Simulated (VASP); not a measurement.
Set up this calculation in VASP 6.6.1, as the native input.

```
Task                   : relaxation of cell and atoms
Functional             : PBEsol
Potentials or basis    : VASP PAW PBE potentials, release 64 (Ga_d, Sb, As)
Cutoff                 : 600 eV
k mesh                 : 6 × 6 × 6
Occupations            : gaussian, width 0.03 eV
Spin                   : no spin polarisation
Further INCAR settings : ALGO = Normal; EDIFF = 1e-07; IBRION = 2; EDIFFG = -0.005; NSW = 90; ISIF = 3
```

The structure of Ga8SbAs7 lies in POSCAR:

```
Ga8SbAs7                                
1.0
   -5.7228039007      5.7228039007      0.0000000000
   -5.7228039007      0.0000000000      5.7228039007
   -0.0000000000      5.7228039007      5.7228039007
  Ga              Sb              As            
     8     1     7
Direct
     0.0045102178712448    0.0045102178712448    0.9864693463862657
     0.4997354242235160    0.0007937273294519    0.9997354242235160
     0.0007937273294519    0.4997354242235160    0.9997354242235160
     0.0045102178712448    0.0045102178712448    0.5045102178712447
     0.4997354242235160    0.4997354242235160    0.9997354242235160
     0.4864693463862658    0.0045102178712448    0.5045102178712447
     0.0045102178712448    0.4864693463862658    0.5045102178712447
     0.4997354242235160    0.4997354242235160    0.5007937273294518
     0.8750000000000000    0.8750000000000000    0.3750000000000000
     0.3749514298045164    0.8750485701954834    0.3750485701954836
     0.8750485701954834    0.3749514298045164    0.3750485701954836
     0.8750485701954834    0.8750485701954834    0.8749514298045166
     0.3749514298045164    0.3749514298045164    0.3750485701954836
     0.3749514298045164    0.8750485701954834    0.8749514298045166
     0.8750485701954834    0.3749514298045164    0.8749514298045166
     0.3750000000000000    0.3750000000000000    0.8750000000000000
```

The cell was built by a generator and needn't be a form met in nature.

One way to write it, as run:

INCAR

```
SYSTEM = Ga8SbAs7
PREC = Accurate
ENCUT = 600
EDIFF = 1E-7
ISMEAR = 0
SIGMA = 0.03
LREAL = .False.
LASPH = .True.
NELM = 80
ALGO = Normal
ISIF = 3
LWAVE = .False.
LCHARG = .False.
GGA = PS
IBRION = 2
NSW = 90
EDIFFG = -0.005
KPAR = 4
```

KPOINTS

```
regular mesh
0
Gamma
  6 6 6
  0 0 0
```

Potentials or basis: VASP PAW PBE potentials, release 64 (Ga_d, Sb, As).

Command:

```console
$ cat potpaw_PBE.64/Ga_d/POTCAR potpaw_PBE.64/Sb/POTCAR potpaw_PBE.64/As/POTCAR > POTCAR
$ mpirun -np 4 vasp_std > vasp.out
```

Results of the run:

The energy gained by relaxing is 0.0 meV/atom. The ionic steps are 2, the pressure after relaxing is 0.0 GPa and the band gap on the k mesh is 0.06 eV, direct.

Caveat: the PAW data sets were made with another functional, which shifts forces and pressure a little; spin-orbit coupling is left out, which moves the levels of the heavy elements.

It took 6 min on 4 MPI ranks on Intel(R) Xeon(R) Platinum 8488C (Sapphire Rapids) (shared host), peak memory 1.1 GiB a rank.
